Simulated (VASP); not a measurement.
The system is As.

```
CELL_PARAMETERS angstrom
1.88080 1.08588 3.51406
-1.88080 1.08588 3.51406
0.00000 -2.17176 3.51406
ATOMIC_POSITIONS crystal
As 0.77400 0.77400 0.77400
As 0.22600 0.22600 0.22600
```

| Property | Result |
| --- | --- |
| Program | VASP 6.6.1 |
| Task | relaxation of cell and atoms |
| Functional | LDA |
| Potentials or basis | VASP PAW LDA potentials, release 64 (As) |
| Cutoff | 600 eV |
| k mesh | 12 × 12 × 12 |
| Occupations | methfessel-paxton, width 0.1 eV |
| Spin | no spin polarisation |

At the start: pressure -0.9 GPa; volume 21.53 Å³/atom.

Q: How do energy, volume and symmetry change on relaxing?

A: Over 12 steps the energy falls by 14.9 meV/atom and the volume is 20.42 Å³/atom (-5.2 %); space group R-3m (No. 166, to 0.05 Å).

The path:
```tsv
step	energy change (eV)	largest force (eV/Å)	pressure (GPa)	volume (Å³)
1	0.0000	0.3350	-0.88	43.06
2	-0.0126	0.1889	-0.46	42.33
3	-0.0198	0.0275	0.38	41.19
4	-0.0271	0.0890	-0.18	41.07
5	-0.0287	0.1174	-0.51	40.99
6	-0.0282	0.0854	0.87	40.39
7	-0.0296	0.0268	0.09	40.72
8	-0.0297	0.0117	-0.02	40.81
9	-0.0297	0.0093	-0.04	40.82
10	-0.0297	0.0073	0.05	40.81
11	-0.0297	0.0040	0.04	40.81
12	-0.0297	0.0012	0.00	40.84
```

Final structure:
```xyz
2
Lattice="1.8840 1.0877 3.3216 -1.8840 1.0877 3.3216 0.0000 -2.1755 3.3216" Properties=species:S:1:pos:R:3 pbc="T T T"
As    0.0000    0.0000    7.6638
As    0.0000    0.0000    2.3009
```
